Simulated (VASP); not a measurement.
**Te (space group R-3m): computed properties**

Computed with r2SCAN meta-GGA, VASP's PBE PAW potentials (set 64) (plane waves; VASP 6.6.1).

```json
{
 "space_group": "R-3m (166)",
 "cell": "a = 4.5510 Å, b = 4.5510 Å, c = 5.4127 Å, α = 90.00°, β = 90.00°, γ = 120.00°",
 "volume_per_atom": "32.36 Å³/atom",
 "band gap (over mesh and band path)": "none (metal, semimetal or under 0.01 eV)",
 "band_gap_with_spin_orbit_coupling": "none (metallic)",
 "density": "6.55 g/cm³"
}
```

```cif
data_Te
_chemical_formula_sum 'Te1'
_space_group_name_H-M_alt 'P 1'
_space_group_IT_number 1
_cell_length_a 3.18733
_cell_length_b 3.18733
_cell_length_c 3.18733
_cell_angle_alpha 91.110
_cell_angle_beta 91.110
_cell_angle_gamma 91.110
loop_
_space_group_symop_operation_xyz
  'x, y, z'
loop_
_atom_site_label
_atom_site_type_symbol
_atom_site_fract_x
_atom_site_fract_y
_atom_site_fract_z
_atom_site_occupancy
Te1 Te 0.50000 0.50000 0.50000 1
```

Unless said otherwise, spin-orbit coupling is left out, though it shifts the bands of the heavy elements here.

The structure comes from a computed database's Te entry (R-3m); how it stands against other phases isn't given here. It was relaxed first. Symmetry was kept, so distortions that lower it aren't found.
